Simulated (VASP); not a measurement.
Input:

```yaml
crystal:
  lattice:
    - [0.00000, 2.71757, 2.71757]
    - [2.71757, 0.00000, 2.71757]
    - [2.71757, 2.71757, 0.00000]
  atoms:
    - { symbol: Al, position: [0.00000, 0.00000, 0.00000] }
    - { symbol: P, position: [0.25000, 0.25000, 0.25000] }
```

The numbers are results of LDA (Ceperley-Alder, Perdew-Zunger), VASP's LDA PAW potentials (set 64) (plane waves; VASP), not measurements. Settings: 400 eV cut-off, 8×8×8 Γ-centred mesh, Gaussian smearing of 0.050 eV, potentials Al P.

Q: Estimate the energy per atom (σ→0), band gap (on the k-mesh) with the smallest direct gap where there is one.

A: 
```
Property                                              Value
-----------------------------------  ----------------------
band gap (on the k-mesh)                            1.42 eV
smallest direct gap (on the k-mesh)                 3.24 eV
energy per atom (σ→0)                -550.5 kJ/mol of atoms
```

Total energies compare only between runs with the same potentials, cut-off and functional.

The compound is AlP in the zinc blende structure. It was relaxed first. The start is the result of an earlier pass.
